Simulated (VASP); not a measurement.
**MgZn15S16 (a cell with a defect) (Wurtzite-4H): electric field gradients with PBE**

The system is MgZn15S16 (a cell with a defect) (Wurtzite-4H).

```xyz
32
Lattice="7.6454 0.0000 0.0000 -3.8227 6.6211 0.0000 0.0000 0.0000 12.5200" Properties=species:S:1:pos:R:3 pbc="T T T"
Zn    0.0000    0.0000    0.0000
Zn   -1.9114    3.3106    0.0000
Zn    3.8227    0.0000    0.0000
Zn    1.9114    3.3106    0.0000
Zn    0.0000    0.0000    6.2600
Zn   -1.9114    3.3106    6.2600
Zn    3.8227    0.0000    6.2600
Zn    1.9114    3.3106    6.2600
Zn   -1.9114    5.5176    3.1300
Zn    3.8227    2.2070    3.1300
Zn    1.9113    5.5176    3.1300
Zn    1.9114    1.1035    9.3900
Zn    0.0000    4.4141    9.3900
Zn    5.7341    1.1035    9.3900
Zn    3.8227    4.4141    9.3900
Mg    0.0000    2.2070    3.1300
S     0.0000    0.0000    2.3475
S    -1.9114    3.3106    2.3475
S     3.8227    0.0000    2.3475
S     1.9114    3.3106    2.3475
S     0.0000    0.0000    8.6075
S    -1.9114    3.3106    8.6075
S     3.8227    0.0000    8.6075
S     1.9114    3.3106    8.6075
S     0.0000    2.2070    5.4775
S    -1.9114    5.5176    5.4775
S     3.8227    2.2070    5.4775
S     1.9113    5.5176    5.4775
S     1.9114    1.1035   11.7375
S     0.0000    4.4141   11.7375
S     5.7341    1.1035   11.7375
S     3.8227    4.4141   11.7375
```

* Program: VASP 6.6.1
* Task: electric field gradients
* Functional: PBE
* Potentials or basis: VASP PAW PBE potentials, release 64 (Zn, Mg, S)
* Cutoff: 520 eV
* k mesh: 3 × 3 × 2
* Occupations: fermi-dirac, width 0.01 eV
* Spin: no spin polarisation
* Dipole correction: no
* Further INCAR settings: LREAL = Auto; ALGO = Fast; EDIFF = 1e-08; NBANDS = 161

- Pressure: 2.1 GPa
- Largest force: 0.718 eV/Å
- Band gap on the k mesh: 2.22 eV, direct

Forces on the atoms (eV/Å):
```
Zn   0.000 -0.037  0.031
Zn  -0.032  0.018  0.031
Zn   0.000  0.000  0.017
Zn   0.032  0.018  0.031
Zn   0.000  0.015  0.051
Zn   0.013 -0.008  0.051
Zn   0.000  0.000  0.035
Zn  -0.013 -0.008  0.051
Zn  -0.043 -0.025 -0.023
Zn   0.000  0.049 -0.023
Zn   0.043 -0.025 -0.023
Zn  -0.004  0.002  0.004
Zn   0.000 -0.005  0.004
Zn   0.004  0.002  0.004
Zn   0.000  0.000  0.024
Mg   0.000  0.000  0.021
S    0.000 -0.659 -0.276
S   -0.570  0.329 -0.276
S    0.000  0.000 -0.043
S    0.570  0.329 -0.276
S    0.000 -0.008 -0.043
S   -0.007  0.004 -0.043
S    0.000  0.000 -0.048
S    0.007  0.004 -0.043
S    0.000  0.000  0.718
S    0.002  0.001  0.011
S    0.000 -0.003  0.011
S   -0.002  0.001  0.011
S    0.002 -0.001  0.010
S    0.000  0.002  0.010
S   -0.002 -0.001  0.010
S    0.000  0.000 -0.019
```

Stress tensor (GPa, compression positive):
```
2.20 0.00 0.00
0.00 2.20 0.00
0.00 0.00 1.99
```

Levels at points of the mesh, in eV from the valence-band top:
| k point | band 136 | band 137 | band 138 | band 139 | band 140 | band 141 | band 142 | band 143 |
| --- | --- | --- | --- | --- | --- | --- | --- | --- |
| (0.00, 0.00, 0.00) | -0.42 | -0.05 | 0.00 | 0.00 | 2.22 | 3.24 | 3.34 | 3.34 |
| (0.00, 0.00, 0.50) | -0.18 | -0.18 | -0.10 | -0.10 | 3.02 | 3.09 | 3.35 | 3.42 |

Electric field gradients, principal values (V/Å²):
```csv
atom,Vxx,Vyy,Vzz
1 Zn,-0.652,-1.461,2.113
2 Zn,-0.655,-1.458,2.113
3 Zn,-1.144,-1.148,2.291
4 Zn,-0.652,-1.461,2.113
5 Zn,-0.636,-0.665,1.301
6 Zn,-0.638,-0.662,1.301
7 Zn,-0.909,-0.913,1.822
8 Zn,-0.636,-0.665,1.301
9 Zn,-0.381,-0.434,0.815
10 Zn,-0.381,-0.434,0.815
11 Zn,-0.379,-0.435,0.814
12 Zn,-0.142,-0.273,0.415
13 Zn,-0.145,-0.270,0.415
14 Zn,-0.145,-0.270,0.415
15 Zn,0.056,0.060,-0.116
16 Mg,-0.113,-0.116,0.230
17 S,23.154,24.874,-48.028
18 S,23.154,24.874,-48.027
19 S,-0.609,-0.610,1.219
20 S,23.154,24.874,-48.028
21 S,-0.315,-1.086,1.400
22 S,-0.315,-1.086,1.400
23 S,-0.831,-0.831,1.662
24 S,-0.315,-1.086,1.400
25 S,22.214,22.214,-44.428
26 S,-1.024,-1.128,2.152
27 S,-1.024,-1.128,2.152
28 S,-1.024,-1.127,2.152
29 S,-0.826,-1.348,2.174
30 S,-0.827,-1.347,2.174
31 S,-0.827,-1.347,2.174
32 S,-0.625,-0.626,1.251
```

Run time: 23 min on 1 thread of Intel(R) Xeon(R) 6975P-C (Granite Rapids), on a shared host, peak memory 0.96 GiB.

Expect the measured gap to be larger: semilocal functionals such as PBE lack the derivative discontinuity.
